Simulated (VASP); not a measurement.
# Quasiparticle energies of SiC (Moissanite 3C) in VASP

Wanted: how far GW moves the Kohn-Sham levels of SiC (Moissanite 3C). The cell is of the zinc-blende type, one of the forms listed for this formula. The start is a cell from a database of measured crystal structures.

Method: LDA; plane waves and PAW (Si_GW, C_GW), in the first sound run; inputs show where later runs differ, in VASP 6.6.1.

The experiments to compare with:

“Insight into the structural, elastic and electronic properties of a new orthorhombic 6O-SiC polytype” (2020, pmc:7200658) quotes from earlier work for SiC, cubic 3C zincblende (literature value): band gap (indirect gap) 2.4 eV [literature value; measurement temperature and method not stated].

Most raw output is cut from this account.

## (1) The starting structure

It takes space group F-43m (No. 216, cubic). The conventional cell has a = 4.358 Å, b = 4.358 Å, c = 4.358 Å, α = 90.00°, β = 90.00°, γ = 90.00°. Si has 4 C at 1.89 Å nearest. C has 4 Si at 1.89 Å nearest. Farther neighbours are not listed.

Structure file:

```xyz
2
Lattice="0.0000 2.1790 2.1790 2.1790 0.0000 2.1790 2.1790 2.1790 0.0000" Properties=species:S:1:pos:R:3 pbc="T T T"
Si    0.0000    0.0000    0.0000
C     3.2685    3.2685    3.2685
```

## (2) Ground state

The orbitals come from a self-consistent LDA run with a tight EDIFF and a narrow smearing. KPOINTS_OPT adds the bands along a path, which shows whether the mesh holds the band edges.

Input file INCAR:

```
SYSTEM = SiC
PREC = Accurate
ENCUT = 440
EDIFF = 1E-08
NELM = 100
ISMEAR = 0
SIGMA = 0.01
LREAL = .FALSE.
ALGO = Normal
GGA = CA
NBANDS = 10
LORBIT = 11
LWAVE = .TRUE.
LCHARG = .FALSE.
KPAR = 4
```

Input file POSCAR:

```
SiC
1.0
    0.0000000000      2.1790000000      2.1790000000
    2.1790000000      0.0000000000      2.1790000000
    2.1790000000      2.1790000000      0.0000000000
Si C
1 1
Direct
    0.0000000000      0.0000000000      0.0000000000
    0.7500000000      0.7500000000      0.7500000000
```

Input file KPOINTS:

```
Automatic mesh
0
Gamma
6 6 6
0 0 0
```

Input file KPOINTS_OPT:

```
Line mode
12
Line-mode
Reciprocal
  0.00000000   0.00000000   0.00000000 GAMMA
  0.50000000   0.00000000   0.50000000 X

  0.50000000   0.00000000   0.50000000 X
  0.50000000   0.25000000   0.75000000 W

  0.50000000   0.25000000   0.75000000 W
  0.37500000   0.37500000   0.75000000 K

  0.37500000   0.37500000   0.75000000 K
  0.00000000   0.00000000   0.00000000 GAMMA

  0.00000000   0.00000000   0.00000000 GAMMA
  0.50000000   0.50000000   0.50000000 L

  0.50000000   0.50000000   0.50000000 L
  0.62500000   0.25000000   0.62500000 U

  0.62500000   0.25000000   0.62500000 U
  0.50000000   0.25000000   0.75000000 W

  0.50000000   0.25000000   0.75000000 W
  0.50000000   0.50000000   0.50000000 L

  0.50000000   0.50000000   0.50000000 L
  0.37500000   0.37500000   0.75000000 K

  0.62500000   0.25000000   0.62500000 U
  0.50000000   0.00000000   0.50000000 X
```

Potentials, in the order of the species: Si_GW and C_GW (LDA family, release 64).

On the command line:

```bash
> mpirun -np 4 vasp_std
```

It took 2.4 s on 4 MPI ranks of Intel Xeon 6975P-C (Granite Rapids), shared host; peak memory 0.46 GiB.

This step gave:

```
free energy (TOTEN)               : -16.63 eV
Fermi energy                      : 7.870 eV
pressure                          : -5.262 GPa
least gap on mesh and path        : 1.296 eV
least direct gap on mesh and path : 4.499 eV
```

The highest empty bands on the path are converged less tightly, to about 0.1 eV. Electronic bands along the path, in eV, zero at the valence-band top; v1 is the highest filled band, c1 the lowest empty one:

| point | v3 | v2 | v1 | c1 | c2 | c3 | c4 |
| --- | --- | --- | --- | --- | --- | --- | --- |
| Γ | 0.00 | 0.00 | 0.00 | 6.28 | 7.18 | 7.18 | 7.18 |
| 0.55 of the way | -3.76 | -2.15 | -2.15 | 3.55 | 5.88 | 10.86 | 10.86 |
| X | -7.82 | -3.20 | -3.20 | 1.30 | 4.18 | 13.81 | 13.81 |
| 0.45 of the way | -7.56 | -3.97 | -3.97 | 2.75 | 5.61 | 12.10 | 13.37 |
| W | -7.04 | -5.03 | -4.72 | 5.13 | 9.33 | 9.35 | 9.60 |
| 0.45 of the way | -7.16 | -5.38 | -3.73 | 4.29 | 8.01 | 10.21 | 11.31 |
| K | -7.29 | -5.58 | -2.61 | 3.02 | 7.64 | 11.69 | 12.29 |
| 0.45 of the way | -4.89 | -3.35 | -0.70 | 6.37 | 8.00 | 8.30 | 9.08 |
| Γ | 0.00 | 0.00 | 0.00 | 6.28 | 7.18 | 7.18 | 7.18 |
| 0.45 of the way | -3.75 | -0.54 | -0.54 | 6.03 | 7.80 | 7.80 | 9.01 |
| L | -8.57 | -1.06 | -1.06 | 5.38 | 7.12 | 7.12 | 9.91 |
| 0.55 of the way | -7.93 | -3.70 | -1.83 | 4.48 | 8.23 | 9.12 | 10.93 |
| U | -7.29 | -5.58 | -2.61 | 3.02 | 7.64 | 11.69 | 12.29 |
| 0.55 of the way | -7.16 | -5.38 | -3.73 | 4.29 | 8.01 | 10.21 | 11.31 |
| W | -7.04 | -5.03 | -4.72 | 5.13 | 9.33 | 9.35 | 9.60 |
| 0.55 of the way | -7.97 | -3.40 | -2.07 | 5.23 | 7.04 | 9.61 | 10.92 |
| L | -8.57 | -1.06 | -1.06 | 5.38 | 7.12 | 7.12 | 9.91 |
| 0.55 of the way | -7.93 | -3.70 | -1.83 | 4.48 | 8.23 | 9.12 | 10.93 |
| K | -7.29 | -5.58 | -2.61 | 3.02 | 7.64 | 11.69 | 12.29 |
| jump to U | -7.29 | -5.58 | -2.61 | 3.02 | 7.64 | 11.69 | 12.29 |
| 0.55 of the way | -7.69 | -4.11 | -3.08 | 1.94 | 5.00 | 13.26 | 13.45 |
| X | -7.82 | -3.20 | -3.20 | 1.30 | 4.18 | 13.81 | 13.81 |

Of the projections kept (Si, C), the largest for each band there; the rest of the weight can lie on other orbitals:

| point | v3 | v2 | v1 | c1 | c2 | c3 | c4 |
| --- | --- | --- | --- | --- | --- | --- | --- |
| Γ | C 0.75 | C 0.75 | C 0.75 | C 0.79 | Si 0.98 | Si 0.98 | Si 0.98 |
| X | Si 0.66 | C 0.57 | C 0.57 | Si 0.69 | Si 0.92 | Si 0.54 | Si 0.54 |
| W | Si 0.70 | C 0.57 | Si 0.54 | C 0.63 | Si 0.52 | Si 0.75 | Si 0.82 |
| K | Si 0.67 | C 0.51 | C 0.59 | Si 0.69 | Si 0.59 | Si 0.61 | C 0.51 |
| Γ | C 0.75 | C 0.75 | C 0.75 | C 0.79 | Si 0.98 | Si 0.98 | Si 0.98 |
| L | Si 0.61 | C 0.67 | C 0.67 | Si 0.64 | Si 0.93 | Si 0.93 | C 0.81 |

The cell has a gap of 1.30 eV on mesh and path and a pressure of -5.3 GPa, which holds the misfit of the given cell and coordinates with this functional, and any error of cutoff, mesh and data sets.

## (3) Empty bands

The next step needs empty bands that the ground-state run didn't converge, so the Hamiltonian is diagonalised exactly for NBANDS bands, in a single step. LOPTICS writes the k-derivatives of the orbitals (WAVEDER), which give the long-wavelength limit of the screening.

Input file INCAR:

```
SYSTEM = SiC
PREC = Accurate
ENCUT = 440
ISMEAR = 0
SIGMA = 0.01
LREAL = .FALSE.
GGA = CA
NBANDS = 36
ALGO = Exact
NELM = 1
LWAVE = .TRUE.
LCHARG = .FALSE.
LOPTICS = .TRUE.
NEDOS = 1000
CSHIFT = 0.1
```

POSCAR is that of step 2.

KPOINTS is that of step 2.

On the command line:

```bash
> mpirun -np 4 vasp_std
```

The job ended after 1.8 s (4 MPI ranks; peak memory 0.48 GiB; 5.1 s of CPU time).

The gap is read on the k-mesh alone, so it is an upper bound where the band edges lie off the mesh.

A gap read on the k-mesh alone can miss the band edges.

This step gave:

| Property | Result |
| --- | --- |
| gap on the k-mesh | 1.296 eV |
| least direct gap on the k-mesh | 4.499 eV |

WAVECAR now holds 36 bands for 8 electrons. Its independent-particle dielectric tensor has xx, yy, zz = 7.9, 7.9, 7.9 on this mesh, which isn't tested for convergence in mesh or bands and lacks local fields.

## (4) G0W0, ENCUTGW 80, bands in the sums 36

This step: G0W0 on LDA; plane waves and PAW (Si_GW, C_GW) (VASP 6.6.1).

One pass of GW corrects the levels to first order, with G and W from the starting orbitals.

Input file INCAR:

```
SYSTEM = SiC
PREC = Accurate
ENCUT = 440
ISMEAR = 0
SIGMA = 0.01
LREAL = .FALSE.
GGA = CA
NBANDS = 36
ALGO = EVGW0
NELMGW = 1
ENCUTGW = 80
NOMEGA = 48
PRECFOCK = Fast
NBANDSGW = 12
LWAVE = .FALSE.
LCHARG = .FALSE.
```

POSCAR is that of step 3.

KPOINTS is that of step 3.

On the command line:

```bash
> mpirun -np 4 vasp_std
```

Elapsed: 12 s, on 4 MPI ranks; peak memory 0.56 GiB.

This step gave:

```yaml
quasiparticle_gap_on_the_mesh: 1.920 eV
smallest_direct_quasiparticle_gap_on_the_mesh: 5.452 eV
gap_of_the_starting_orbitals_on_the_mesh: 1.296 eV
```

GW takes the gap from 1.296 to 1.920 eV. The value holds for 36 bands, ENCUTGW = 80 eV and this mesh, and isn't shown to be converged in them.

## (5) Empty bands

This step: LDA; plane waves and PAW (Si_GW, C_GW) (VASP 6.6.1).

The empty bands are made again, for the run that follows.

Input file INCAR:

```
SYSTEM = SiC
PREC = Accurate
ENCUT = 440
ISMEAR = 0
SIGMA = 0.01
LREAL = .FALSE.
GGA = CA
NBANDS = 64
ALGO = Exact
NELM = 1
LWAVE = .TRUE.
LCHARG = .FALSE.
LOPTICS = .TRUE.
NEDOS = 1000
CSHIFT = 0.1
```

POSCAR is that of step 4.

KPOINTS is that of step 4.

On the command line:

```bash
> mpirun -np 4 vasp_std
```

Run time: 1.8 s. Hardware: 4 MPI ranks; peak memory 0.47 GiB.

WAVECAR now holds 64 bands for 8 electrons.

## (6) G0W0, ENCUTGW 120, bands in the sums 64

This step: G0W0 on LDA; plane waves and PAW (Si_GW, C_GW) (VASP 6.6.1).

ENCUTGW rises to 120 eV and the bands with it, to about the number of plane waves under that cutoff.

Input file INCAR:

```
SYSTEM = SiC
PREC = Accurate
ENCUT = 440
ISMEAR = 0
SIGMA = 0.01
LREAL = .FALSE.
GGA = CA
NBANDS = 64
ALGO = EVGW0
NELMGW = 1
ENCUTGW = 120
NOMEGA = 48
PRECFOCK = Fast
NBANDSGW = 12
LWAVE = .FALSE.
LCHARG = .FALSE.
```

POSCAR is that of step 5.

KPOINTS is that of step 5.

On the command line:

```bash
> mpirun -np 4 vasp_std
```

It took 20 s on 4 MPI ranks; peak memory 0.66 GiB; 76 s of CPU time.

The gap is now 2.082 eV, +162 meV against the GW run before.

## (7) Empty bands

This step: LDA; plane waves and PAW (Si_GW, C_GW) (VASP 6.6.1).

Input file INCAR:

```
SYSTEM = SiC
PREC = Accurate
ENCUT = 440
ISMEAR = 0
SIGMA = 0.01
LREAL = .FALSE.
GGA = CA
NBANDS = 96
ALGO = Exact
NELM = 1
LWAVE = .TRUE.
LCHARG = .FALSE.
LOPTICS = .TRUE.
NEDOS = 1000
CSHIFT = 0.1
```

POSCAR is that of step 6.

KPOINTS is that of step 6.

On the command line:

```bash
> mpirun -np 4 vasp_std
```

Run time: 2 s. Hardware: 4 MPI ranks; peak memory 0.47 GiB; 5.6 s of CPU time.

WAVECAR now holds 96 bands for 8 electrons.

## (8) G0W0, ENCUTGW 160, bands in the sums 96

This step: G0W0 on LDA; plane waves and PAW (Si_GW, C_GW) (VASP 6.6.1).

ENCUTGW rises to 160 eV and the bands with it, to about the number of plane waves under that cutoff.

Input file INCAR:

```
SYSTEM = SiC
PREC = Accurate
ENCUT = 440
ISMEAR = 0
SIGMA = 0.01
LREAL = .FALSE.
GGA = CA
NBANDS = 96
ALGO = EVGW0
NELMGW = 1
ENCUTGW = 160
NOMEGA = 48
PRECFOCK = Fast
NBANDSGW = 12
LWAVE = .FALSE.
LCHARG = .FALSE.
```

POSCAR is that of step 7.

KPOINTS is that of step 7.

On the command line:

```bash
> mpirun -np 4 vasp_std
```

Wall time 30 s (4 MPI ranks); peak memory 0.76 GiB; 1.9 min of CPU time.

The gap is now 2.177 eV, +95 meV against the GW run before.

## (9) Empty bands

This step: LDA; plane waves and PAW (Si_GW, C_GW) (VASP 6.6.1).

Input file INCAR:

```
SYSTEM = SiC
PREC = Accurate
ENCUT = 440
ISMEAR = 0
SIGMA = 0.01
LREAL = .FALSE.
GGA = CA
NBANDS = 136
ALGO = Exact
NELM = 1
LWAVE = .TRUE.
LCHARG = .FALSE.
LOPTICS = .TRUE.
NEDOS = 1000
CSHIFT = 0.1
```

POSCAR is that of step 8.

KPOINTS is that of step 8.

On the command line:

```bash
> mpirun -np 4 vasp_std
```

Elapsed: 2 s, on 4 MPI ranks; peak memory 0.48 GiB.

WAVECAR now holds 136 bands for 8 electrons.

## (10) G0W0, ENCUTGW 200, bands in the sums 136

This step: G0W0 on LDA; plane waves and PAW (Si_GW, C_GW) (VASP 6.6.1).

ENCUTGW rises to 200 eV and the bands with it, to about the number of plane waves under that cutoff.

Input file INCAR:

```
SYSTEM = SiC
PREC = Accurate
ENCUT = 440
ISMEAR = 0
SIGMA = 0.01
LREAL = .FALSE.
GGA = CA
NBANDS = 136
ALGO = EVGW0
NELMGW = 1
ENCUTGW = 200
NOMEGA = 48
PRECFOCK = Fast
NBANDSGW = 12
LWAVE = .FALSE.
LCHARG = .FALSE.
```

POSCAR is that of step 9.

KPOINTS is that of step 9.

On the command line:

```bash
> mpirun -np 4 vasp_std
```

It took 45 s on 4 MPI ranks; peak memory 0.89 GiB.

The gap is now 2.238 eV, +61 meV against the GW run before.

## (11) Empty bands

This step: LDA; plane waves and PAW (Si_GW, C_GW) (VASP 6.6.1).

Input file INCAR:

```
SYSTEM = SiC
PREC = Accurate
ENCUT = 440
ISMEAR = 0
SIGMA = 0.01
LREAL = .FALSE.
GGA = CA
NBANDS = 188
ALGO = Exact
NELM = 1
LWAVE = .TRUE.
LCHARG = .FALSE.
LOPTICS = .TRUE.
NEDOS = 1000
CSHIFT = 0.1
```

POSCAR is that of step 10.

KPOINTS is that of step 10.

On the command line:

```bash
> mpirun -np 4 vasp_std
```

Run time: 2.6 s. Hardware: 4 MPI ranks; peak memory 0.49 GiB; 7.1 s of CPU time.

WAVECAR now holds 188 bands for 8 electrons.

## (12) G0W0, ENCUTGW 250, bands in the sums 188

This step: G0W0 on LDA; plane waves and PAW (Si_GW, C_GW) (VASP 6.6.1).

ENCUTGW rises to 250 eV and the bands with it, to about the number of plane waves under that cutoff.

Input file INCAR:

```
SYSTEM = SiC
PREC = Accurate
ENCUT = 440
ISMEAR = 0
SIGMA = 0.01
LREAL = .FALSE.
GGA = CA
NBANDS = 188
ALGO = EVGW0
NELMGW = 1
ENCUTGW = 250
NOMEGA = 48
PRECFOCK = Fast
NBANDSGW = 12
LWAVE = .FALSE.
LCHARG = .FALSE.
```

POSCAR is that of step 11.

KPOINTS is that of step 11.

On the command line:

```bash
> mpirun -np 4 vasp_std
```

Elapsed: 73 s, on 4 MPI ranks; peak memory 1.1 GiB.

The gap is now 2.281 eV, +43 meV against the GW run before.

## (13) Summary

This step: GW series: G0W0 on LDA; plane waves and PAW (VASP 6.6.1).

This step runs nothing: it gathers the runs above.

This step gave:

- gap extrapolated to a complete basis: 2.390 eV
- direct gap extrapolated to a complete basis: 5.723 eV

G0W0 on a 6x6x6 mesh; cost is wall time times ranks on a shared host, with the step that makes the empty bands but not the self-consistent start. G0W0 series:

| response cutoff ENCUTGW (eV) | bands | quasiparticle gap (eV) | direct quasiparticle gap (eV) | cost (core minutes) |
| --- | --- | --- | --- | --- |
| 80 | 36 | 1.92 | 5.452 | 0.93 |
| 120 | 64 | 2.082 | 5.545 | 1.43 |
| 160 | 96 | 2.177 | 5.601 | 2.13 |
| 200 | 136 | 2.238 | 5.636 | 3.13 |
| 250 | 188 | 2.281 | 5.66 | 5.04 |

## (14) What came out

```yaml
g0w0_on_lda_188_bands_encutgw_250_ev_nomega_48_mesh_6x6x6: 1.296 → 2.281 eV
g0w0_on_lda_36_bands_encutgw_80_ev_nomega_48_mesh_6x6x6: 1.296 → 1.920 eV
gap_at_a_complete_basis_linear_in_encutgw_minus_3_over_2: 2.39 eV
```

G0W0 gives a quasiparticle gap of 2.281 eV on the mesh, 0.99 eV over the LDA gap on the same mesh. On mesh and path the starting valence top lies at Γ and the conduction bottom at (0.5, 0.5, 0), so the starting gap is indirect. Both points lie on the GW mesh. The steps of the series move the gap by +162, +95, +61, +43 meV; the last costs 1.6 times the one before. The last step lies outside a tolerance of 30 meV, picked for this account, and the last two together move the gap by +104 meV. Extrapolated from the last three points to a complete basis, the gap is 2.39 eV, +109 meV from the dearest run. The extrapolation removes the error of the response basis alone, at this mesh, ENCUT and data set. The given cell is kept, although it stands at -5.3 GPa at LDA and ENCUT = 440 eV, which holds the mismatch of the given cell with this functional and any basis-set error. Not tabulated here, as repeats of values shown or as unfit to read for their mesh, reference level or band range: eps2 curves (empty bands); eps1 curves and static values (empty bands); gaps (empty bands).

Comparison with the measured values:

| quantity | measured | LDA | G0W0 on LDA |
| --- | --- | --- | --- |
| band gap (least gap) (eV) | 2.4 | 1.30 (-1.10 eV) | 2.28 (-0.12 eV) |

Measured values from pmc:7200658 (2020).

Verdict: The band gap is off by -0.12 eV at G0W0 on LDA: good agreement. Zero-point and thermal motion shift the measured gap. No cell relaxation is part of this session.

[Lines on the potential files, build, host, timing and source positions are cut from VASP's logs without a mark.]

[Logs are printed without paths, hosts, clocks, repeated set-up lines and the standing remarks that a program may print on its own settings, such as how far it seeks lower states.]

[Hosts, paths, dates, database ids (printed as entryN), source tags and the programs' standing remarks are cut or masked in the printed files.]

[Pressures printed for these runs are not shown converged in the cutoff: they can be off by several GPa and have the wrong sign.]
